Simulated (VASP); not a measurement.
Consider the following.

```xyz
1
Lattice="0.0000 3.2223 3.2223 3.2223 0.0000 3.2223 3.2223 3.2223 0.0000" Properties=species:S:1:pos:R:3 pbc="T T T"
Ba     0.0000     0.0000     0.0000
```

Calculation: r2SCAN meta-GGA, VASP's PBE PAW potentials (set 64) (plane waves; VASP). Settings: 400 eV cut-off, 9×9×9 Γ-centred mesh, first-order Methfessel-Paxton smearing of 0.10 eV, potentials Ba_sv.

Unless said otherwise, spin-orbit coupling is left out, though it shifts the bands of the heavy elements here.

Problem. Predict the energy per atom (σ→0), band gap (on the k-mesh) with the smallest direct gap where there is one.

Solution. 
The band gap (on the k-mesh) is none (metal, semimetal or under 0.01 eV) and the energy per atom (σ→0) is -26.394 eV/atom.

Total energies compare only between runs with the same potentials, cut-off and functional.

The structure was generated: Ba was put into the fcc type (Fm-3m), which need not be its known phase. It was relaxed first, which changed the volume by +6 %. The start is the result of an earlier pass.
